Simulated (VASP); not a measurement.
Data:

```
CELL_PARAMETERS angstrom
     -1.45440     1.45440     1.45440
      1.45440    -1.45440     1.45440
      1.45440     1.45440    -1.45440
ATOMIC_POSITIONS crystal
  Cr 0.00000 0.00000 0.00000
```
Starting moments (μB, in the order of the record's atoms Cr): 3.0.

Calculation: PBE GGA, VASP's PBE PAW potentials (set 64) (plane waves; VASP 6.6.1). Run with 300 eV cut-off, 16×16×16 Γ-centred mesh, Gaussian smearing of 0.20 eV, potentials Cr_pv.

At this cut-off the stress carries a Pulay error, which pulls relaxed volumes low. Energy and stress use the plane-wave basis of the starting cell. The moments were started parallel, and other spin orders were not tried in this run.

The ions, cell shape and volume are relaxed. What does this cell relax into?

```
CELL_PARAMETERS angstrom
     -1.42255     1.42255     1.42255
      1.42255    -1.42255     1.42255
      1.42255     1.42255    -1.42255
ATOMIC_POSITIONS crystal
  Cr 0.00000 0.00000 0.00000
```
Space group Im-3m (229), at a tolerance of 0.03 Å. The cell ends with 0.00 μB, on the sites 0.00 μB.

How do energy and volume change from the first to the last step?

The energy (σ→0) changes by -40.5 meV/atom and the volume by -6.4 %, in 4 ionic steps.

The structure was generated: Cr was put into an ordered model structure, which need not be its known phase. This run relaxes it. Symmetry was kept, so distortions that lower it aren't found. The run is one of a series of settings (EDIFFG = -0.01, IBRION = 2, ISIF = 3, NSW = 50 against the base run), some of them coarse on purpose.
